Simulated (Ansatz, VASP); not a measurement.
# Ga2O3 in two plane-wave programs, part 2 of 2

Wanted: the spread between two codes on one cell, functional and k mesh. The cell is taken from a series of runs on this material, whose earlier steps may have relaxed, scaled, displaced or heated it; both programs get it as it stands.

VASP 6.6.1 and Ansatz 0.2.0.

So far: Starting point; Ansatz: single point, HSE06.

### Step 3. VASP: single point, HSE06

Level of this step: HSE06; plane waves and PAW (Ga_d, O) (VASP).

The same cell, functional and mesh now go to VASP, with its own data sets.

Lines of VASP's logs that name or quote its potential files are left out, and so is its time.

The run reads the wave functions of an earlier VASP run, which isn't shown here.

Contents of INCAR:

```
SYSTEM = Ga2O3
PREC = Accurate
ENCUT = 520
EDIFF = 1E-06
NELM = 100
ISMEAR = 0
SIGMA = 0.01
LREAL = .FALSE.
ALGO = Normal
LHFCALC = .TRUE.
AEXX = 0.25
GGA = PE
HFSCREEN = 0.208
LASPH = .TRUE.
NBANDS = 54
PRECFOCK = Fast
LORBIT = 11
LWAVE = .FALSE.
LCHARG = .FALSE.
KPAR = 8
NCORE = 2
ISIF = 2
```

Contents of POSCAR:

```
Ga2O3
1.0
    2.4986991939      1.4426246522      4.4835497685
   -2.4986991939      1.4426246522      4.4835497685
    0.0000000000     -2.8852493044      4.4835497685
Ga O
4 6
Direct
    0.8555855800      0.8555855800      0.8555855800
    0.6444144200      0.6444144200      0.6444144200
    0.1444144200      0.1444144200      0.1444144200
    0.3555855800      0.3555855800      0.3555855800
    0.7500000000      0.4468328200      0.0531671800
    0.4468328200      0.0531671800      0.7500000000
    0.0531671800      0.7500000000      0.4468328200
    0.2500000000      0.5531671800      0.9468328200
    0.9468328200      0.2500000000      0.5531671800
    0.5531671800      0.9468328200      0.2500000000
```

Contents of KPOINTS:

```
Automatic mesh
0
Gamma
4 4 4
0 0 0
```

PAW data sets: Ga_d and O (PBE family, release 64).

On the command line:

```
$ mpirun -np 16 vasp_std
```

Numbers of over 12 decimals in the logs are rounded to 6 here.

The program printed:

```text
[banner, memory and clock lines left out]
running   16 mpi-ranks, on    1 nodes
 distrk:  each k-point on    2 cores,    8 groups
 distr:  one band on    2 cores,    1 groups

 POSCAR found type information on POSCAR GaO
 POSCAR found :  2 types and      10 ions
 LDA part: xc-table for (Slater+PW92), standard interpolation
 found WAVECAR, reading the header
 POSCAR, INCAR and KPOINTS ok, starting setup
 FFT: planning ... GRIDC
 FFT: planning ... GRID_SOFT
 FFT: planning ... GRID
 reading WAVECAR
 the WAVECAR file was read successfully
 initial charge from wavefunction
 entering main loop
       N       E                     dE             d eps       ncg     rms          rms(c)
DAV:   1    -0.748216000171E+02   -0.74822E+02   -0.28288E+00  2168   0.259E+01    0.121E+00
DAV:   2    -0.748491946864E+02   -0.27595E-01   -0.34256E-01  1962   0.539E+00    0.822E-01
DAV:   3    -0.748395485753E+02    0.96461E-02   -0.36011E-02  1952   0.156E+00    0.490E-01
DAV:   4    -0.748370060896E+02    0.25425E-02   -0.57672E-03  1804   0.539E-01    0.300E-01
DAV:   5    -0.748361489514E+02    0.85714E-03   -0.58035E-04  1968   0.232E-01    0.176E-01
DAV:   6    -0.748358513256E+02    0.29763E-03   -0.19931E-04  1722   0.113E-01    0.968E-02
DAV:   7    -0.748357565735E+02    0.94752E-04   -0.46231E-05  1880   0.516E-02    0.547E-02
DAV:   8    -0.748357239424E+02    0.32631E-04   -0.12260E-05  1828   0.281E-02    0.314E-02
DAV:   9    -0.748357129260E+02    0.11016E-04   -0.45255E-06  1488   0.165E-02    0.184E-02
DAV:  10    -0.748357091790E+02    0.37470E-05   -0.19563E-06  1188   0.101E-02    0.109E-02
DAV:  11    -0.748357078022E+02    0.13767E-05   -0.75407E-07   894   0.825E-03    0.646E-03
DAV:  12    -0.748357072783E+02    0.52389E-06   -0.49200E-07   888   0.693E-03
   1 F= -.74835707E+02 E0= -.74835707E+02  d E =-.186009E-79
```

From OUTCAR (step 3):

```text
ion  position               nearest neighbor table
   1  0.856  0.856  0.856-   9 1.93  10 1.93   8 1.93   7 2.08   5 2.08   6 2.08   2 2.84
   2  0.644  0.644  0.644-   8 1.93  10 1.93   9 1.93   7 2.08   5 2.08   6 2.08   1 2.84
   3  0.144  0.144  0.144-   7 1.93   6 1.93   5 1.93   8 2.08   9 2.08  10 2.08   4 2.84
   4  0.356  0.356  0.356-   5 1.93   6 1.93   7 1.93   8 2.08   9 2.08  10 2.08   3 2.84
   5  0.750  0.447  0.053-   4 1.93   3 1.93   1 2.08   2 2.08
   6  0.447  0.053  0.750-   3 1.93   4 1.93   1 2.08   2 2.08
   7  0.053  0.750  0.447-   3 1.93   4 1.93   1 2.08   2 2.08
   8  0.250  0.553  0.947-   2 1.93   1 1.93   3 2.08   4 2.08
   9  0.947  0.250  0.553-   1 1.93   2 1.93   3 2.08   4 2.08
  10  0.553  0.947  0.250-   1 1.93   2 1.93   3 2.08   4 2.08

  LATTYP: Found a trigonal (rhomboedric) cell.
 ALAT       =     5.3316866070
 COS(alpha) =     0.5607328553

 Subroutine GETGRP returns: Found 12 space group operations
 (whereof  6 operations were pure point group operations)

The static configuration has the point symmetry S_6 .
 The point group associated with its full space group is D_3d.

 Found     13 irreducible k-points:

   k-points           NKPTS =     13   k-points in BZ     NKDIM =     64   number of bands    NBANDS=     54

   dimension x,y,z NGX =    40 NGY =   40 NGZ =   40
   dimension x,y,z NGXF=    80 NGYF=   80 NGZF=   80

   ENCUT  =  520.0 eV  38.22 Ry    6.18 a.u.   9.91  9.91  9.91*2*pi/ulx,y,z

   NELECT =      88.0000    total number of electrons

 k-points in reciprocal lattice and weights: Automatic mesh
   0.00000000  0.00000000  0.00000000       0.016
   0.25000000 -0.00000000 -0.00000000       0.094
   0.50000000 -0.00000000 -0.00000000       0.047
   0.25000000  0.25000000  0.00000000       0.094
   0.50000000  0.25000000 -0.00000000       0.188
  -0.25000000  0.25000000  0.00000000       0.094
   0.50000000  0.50000000  0.00000000       0.047
   0.25000000  0.25000000  0.25000000       0.031
   0.50000000  0.25000000  0.25000000       0.094
  -0.25000000  0.25000000  0.25000000       0.094
   0.50000000  0.50000000  0.25000000       0.094
  -0.25000000  0.50000000  0.25000000       0.094
   0.50000000  0.50000000  0.50000000       0.016

  exchange ACFDT corr.  =         0.00000000  see jH, gK, PRB 81, 115126

 average (electrostatic) potential at core
       1 -56.6651       2 -56.6651       3 -56.6651       4 -56.6651       5 -62.9162
       6 -62.9162       7 -62.9162       8 -62.9162       9 -62.9162      10 -62.9162

 E-fermi :   3.3522

 k-point     1 :       0.0000    0.0000    0.0000
  band No.  band energies     occupation
    ...
     40       2.9470      2.00000
     41       2.9470      2.00000
     42       2.9864      2.00000
     43       3.0231      2.00000
     44       3.0231      2.00000
     45       7.8161      0.00000
     46      11.9603      0.00000
     47      11.9720      0.00000
     48      14.3203      0.00000
     49      15.4095      0.00000
    ...

 k-point     2 :       0.2500   -0.0000   -0.0000
  band No.  band energies     occupation
    ...
     40       2.5806      2.00000
     41       2.6104      2.00000
     42       2.7277      2.00000
     43       3.0675      2.00000
     44       3.2195      2.00000
     45       9.4014      0.00000
     46      11.7548      0.00000
     47      12.5920      0.00000
     48      13.5231      0.00000
     49      14.2295      0.00000
    ...

 k-point     3 :       0.5000   -0.0000   -0.0000
  band No.  band energies     occupation
    ...
     40       2.0773      2.00000
     41       2.2205      2.00000
     42       2.2205      2.00000
     43       3.1000      2.00000
     44       3.1000      2.00000
     45      11.6198      0.00000
     46      11.6198      0.00000
     47      11.9677      0.00000
     48      11.9677      0.00000
     49      15.1546      0.00000
    ...

  Total       -0.5376477     -0.5376477     -0.0737350      0.0000000      0.0000000     -0.0000000
  in kB       -8.8831662     -8.8831662     -1.2182705      0.0000000      0.0000000     -0.0000000
  external PRESSURE =      -6.3282010 kB  Pullay stress =       0.0000000 kB

  energy-cutoff  :      520.00
  volume of cell :       96.97
      direct lattice vectors                 reciprocal lattice vectors
     2.498699194  1.442624652  4.483549768     0.200104119  0.115530167  0.074345853
    -2.498699194  1.442624652  4.483549768    -0.200104119  0.115530167  0.074345853
     0.000000000 -2.885249304  4.483549768     0.000000000 -0.231060334  0.074345853

 POSITION                                       TOTAL-FORCE (eV/Angst)
 -----------------------------------------------------------------------------------
      0.00000      0.00000     11.50818         0.000000     -0.000000      0.025101
      0.00000      0.00000      8.66779         0.000000      0.000000     -0.025101
      0.00000      0.00000      1.94247         0.000000     -0.000000     -0.025101
      0.00000      0.00000      4.78286         0.000000      0.000000      0.025101
      0.75752      1.57318      5.60444         0.027213     -0.047133      0.000000
      0.98365     -1.44262      5.60444        -0.054425     -0.000000      0.000000
     -1.74118     -0.13056      5.60444         0.027213      0.047133      0.000000
     -0.75752     -1.57318      7.84621        -0.027213      0.047133      0.000000
      1.74118      0.13056      7.84621        -0.027213     -0.047133      0.000000
     -0.98365      1.44262      7.84621         0.054425     -0.000000      0.000000
 -----------------------------------------------------------------------------------
    total drift:                               -0.000005      0.000001     -0.000010

  FREE ENERGIE OF THE ION-ELECTRON SYSTEM (eV)
  ---------------------------------------------------
  free  energy   TOTEN  =       -74.8357072783 eV

  energy  without entropy=      -74.8357072783  energy(sigma->0) =      -74.83570728

 total charge
# of ion       s       p       d       tot
------------------------------------------
    1        0.621   0.716  10.270  11.607
    2        0.621   0.716  10.270  11.607
    3        0.621   0.716  10.270  11.607
    4        0.621   0.716  10.270  11.607
    5        1.559   3.552   0.000   5.111
    6        1.559   3.552   0.000   5.111
    7        1.559   3.552   0.000   5.111
    8        1.559   3.552   0.000   5.111
    9        1.559   3.552   0.000   5.111
   10        1.559   3.552   0.000   5.111
--------------------------------------------------
tot         11.838  24.176  41.080  77.094

[... 3 further parts left out ...]
```

The run ends at a pressure of -0.63 GPa, with forces up to 0.054 eV/Å.

### Step 4. Differences

Known differences besides the potentials themselves: exact exchange at q = 0 is treated differently, which shows on coarse meshes; VASP keeps PBE cores, Ansatz makes them for the functional; fixed occupations in Ansatz, narrow Gaussian smearing in VASP; the cutoff is 420 eV in Ansatz and 520 eV in VASP; VASP takes a coarser grid for exact exchange (PRECFOCK = Fast). Total energies have different zeros and are not compared.

Compared:

```tsv
quantity	Ansatz	VASP	difference
gap on the k mesh (eV)	4.599	4.597	+0.003
```

A gap on the mesh is an upper bound, since the band edges may lie between its points.

### Step 5. What came out

| Property | Result |
| --- | --- |
| difference in gap on the k mesh (single point, HSE06) | 0.0028 eV |

**Reading.** The difference in gap on the k mesh is 0.0028 eV (single point, HSE06), within the 0.08 eV picked in this series as the mark of a large difference. How closely two codes agree says nothing of how well the functional describes the real material.

[Lines on the potential files, build, host, timing and source positions are cut from VASP's logs without a mark.]

[Logs are printed without paths, hosts, clocks, repeated set-up lines and the standing remarks that a program may print on its own settings, such as how far it seeks lower states.]

[Hosts, paths, dates, database ids (printed as entryN), source tags and the programs' standing remarks are cut or masked in the printed files.]
